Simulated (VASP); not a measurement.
Level of theory: revPBE GGA, VASP's PBE PAW potentials (set 64) (plane waves; VASP).

Input for VASP

**POSCAR**
```
GaN
1.0
  1.6186108680  -2.8035162212   0.0000000000
  1.6186108680   2.8035162212   0.0000000000
  0.0000000000   0.0000000000   5.2687160203
Ga N
2 2
Cart
  1.6186108680  -0.9345072761   2.6345363399
  1.6186108680   0.9345072761   0.0001783297
  1.6186108680  -0.9345072761   4.6204856201
  1.6186108680   0.9345072761   1.9861276099
```

KPOINTS:
```
k-points along high-symmetry lines
10
Line-mode
Reciprocal
  0.000000   0.000000   0.000000 ! GAMMA
  0.000000   0.500000   0.000000 ! M

  0.000000   0.500000   0.000000 ! M
 -0.333333   0.666667   0.000000 ! K

 -0.333333   0.666667   0.000000 ! K
  0.000000   0.000000   0.000000 ! GAMMA

  0.000000   0.000000   0.000000 ! GAMMA
  0.000000   0.000000   0.500000 ! A

  0.000000   0.000000   0.500000 ! A
  0.000000   0.500000   0.500000 ! L

  0.000000   0.500000   0.500000 ! L
 -0.333333   0.666667   0.500000 ! H

 -0.333333   0.666667   0.500000 ! H
  0.000000   0.000000   0.500000 ! A

  0.000000   0.500000   0.500000 ! L
  0.000000   0.500000   0.000000 ! M

 -0.333333   0.666667   0.500000 ! H
 -0.333333   0.666667   0.000000 ! K
```

**INCAR**
```
SYSTEM = GaN
PREC = Accurate
ENCUT = 520
EDIFF = 1E-7
NELM = 100
ALGO = Normal
LREAL = .FALSE.
LASPH = .TRUE.
ISMEAR = 0
SIGMA = 0.05
GGA = RE
LMAXMIX = 4
LWAVE = .FALSE.
LCHARG = .FALSE.
LORBIT = 11
ICHARG = 11
```

POTCAR, in this order: Ga_d N (PBE.64 set). Program: vasp_std. Read from the step before: CHGCAR.

The run wrote:

OUTCAR:
```
 ion  position               nearest neighbor table
   1  0.667  0.333  0.500-   4 1.98   4 1.98   4 1.98   3 1.99
   2  0.333  0.667  0.000-   3 1.98   3 1.98   3 1.98   4 1.99
   3  0.667  0.333  0.877-   2 1.98   2 1.98   2 1.98   1 1.99
   4  0.333  0.667  0.377-   1 1.98   1 1.98   1 1.98   2 1.99
  LATTYP: Found a hexagonal cell.
 ALAT       =     3.2372217015
 C/A-ratio  =     1.6275425368
 Subroutine PRICEL returns:
 Original cell was already a primitive cell.
 Subroutine GETGRP returns: Found 12 space group operations
The static configuration has the point symmetry C_3v.
 The point group associated with its full space group is C_6v.
The dynamic configuration has the point symmetry C_3v.
 Subroutine INISYM returns: Found 12 space group operations
   k-points           NKPTS =     90   k-points in BZ     NKDIM =     90   number of bands    NBANDS=     22
   number of dos      NEDOS =    301   number of ions     NIONS =      4
   total plane-waves  NPLWV =  23040
   dimension x,y,z NGX =    24 NGY =   24 NGZ =   40
   dimension x,y,z NGXF=    48 NGYF=   48 NGZF=   80
   ions per type =               2   2
   PREC   = accura    normal or accurate (medium, high low for compatibility)
   ISTART =      0    job   : 0-new  1-cont  2-samecut
   ICHARG =     11    charge: 1-file 2-atom 10-const
   ISPIN  =      1    spin polarized calculation?
   LNONCOLLINEAR =      F non collinear calculations
   LSORBIT =      F    spin-orbit coupling
   INIWAV =      1    electr: 0-lowe 1-rand  2-diag
   ENCUT  =  520.0 eV  38.22 Ry    6.18 a.u.   6.02  6.02  9.80*2*pi/ulx,y,z
   NELM   =    100;   NELMIN=  2; NELMDL= -5     # of ELM steps
   EDIFF  = 0.1E-06   stopping-criterion for ELM
   LREAL  =      F    real-space projection
   NLSPLINE    = F    spline interpolate recip. space projectors
   LMAXMIX     =    4 max onsite mixed and CHGCAR
   VOSKOWN=      0    Vosko Wilk Nusair interpolation
   EDIFFG = 0.1E-05   stopping-criterion for IOM
   NSW    =      0    number of steps for IOM
   NBLOCK =      1;   KBLOCK =      1    inner block; outer block
   IBRION =     -1    ionic relax: 0-MD 1-quasi-New 2-CG
   NFREE  =      0    steps in history (QN), initial steepest desc. (CG)
...
```

**OSZICAR**
```
       N       E                     dE             d eps       ncg     rms          rms(c)
DAV:   1     0.271044800126E+03    0.27104E+03   -0.18611E+04  4118   0.304E+03
DAV:   2     0.124949731513E+02   -0.25855E+03   -0.25103E+03  4262   0.538E+02
DAV:   3    -0.205403922898E+02   -0.33035E+02   -0.32526E+02  4542   0.150E+02
DAV:   4    -0.219250837441E+02   -0.13847E+01   -0.13808E+01  5426   0.317E+01
DAV:   5    -0.219486078389E+02   -0.23524E-01   -0.23510E-01  4542   0.374E+00
DAV:   6    -0.219497219318E+02   -0.11141E-02   -0.11140E-02  6092   0.716E-01
DAV:   7    -0.219497338100E+02   -0.11878E-04   -0.11878E-04  4642   0.636E-02
DAV:   8    -0.219497341926E+02   -0.38262E-06   -0.38250E-06  5822   0.108E-02
DAV:   9    -0.219497342000E+02   -0.74260E-08   -0.74089E-08  3320   0.132E-03
   1 F= -.21949734E+02 E0= -.21949734E+02  d E =-.176414E-10
```

**OUTCAR**
```
 val. band max:        4.9364531843   @ k =   0.0000   0.0000   0.0000

 cond. band min:       6.5884684689   @ k =  -0.0000   0.0000   0.0000



 k-point     1 :       0.0000    0.0000    0.0000
  band No.  band energies     occupation
      1     -10.6930      2.00000
      2      -9.9271      2.00000
      3      -8.4803      2.00000
      4      -8.4668      2.00000
      5      -8.4668      2.00000
      6      -8.4138      2.00000
      7      -8.4138      2.00000
      8      -8.2492      2.00000
      9      -8.2492      2.00000
     10      -8.1636      2.00000
     11      -8.1636      2.00000
     12      -6.9368      2.00000
     13      -1.7880      2.00000
     14       3.9603      2.00000
     15       3.9603      2.00000
     16       4.9094      2.00000
     17       4.9364      2.00000
     18       4.9365      2.00000
     19       6.5885      0.00000
     20       8.9437      0.00000
     21      13.9544      0.00000
     22      14.6167      0.00000

 k-point     2 :       0.0000    0.0556    0.0000
  band No.  band energies     occupation
      1     -10.6653      2.00000
      2      -9.9205      2.00000
      3      -8.4784      2.00000
      4      -8.4628      2.00000
      5      -8.4554      2.00000
      6      -8.4109      2.00000
      7      -8.4085      2.00000
      8      -8.2513      2.00000
      9      -8.2495      2.00000
     10      -8.1681      2.00000
     11      -8.1630      2.00000
     12      -6.9164      2.00000
     13      -1.7462      2.00000
     14       3.7266      2.00000
     15       3.8979      2.00000
     16       4.5985      2.00000
     17       4.8828      2.00000
     18       4.9104      2.00000
     19       6.9050      0.00000
     20       9.1492      0.00000
     21      13.8923      0.00000
     22      14.3715      0.00000

 k-point     3 :       0.0000    0.1111    0.0000
  band No.  band energies     occupation
      1     -10.5863      2.00000
      2      -9.9024      2.00000
...
```

The density is held fixed in this step, so its total energy and stress have no physical meaning.

The compound is GaN in the wurtzite structure. It was relaxed first.
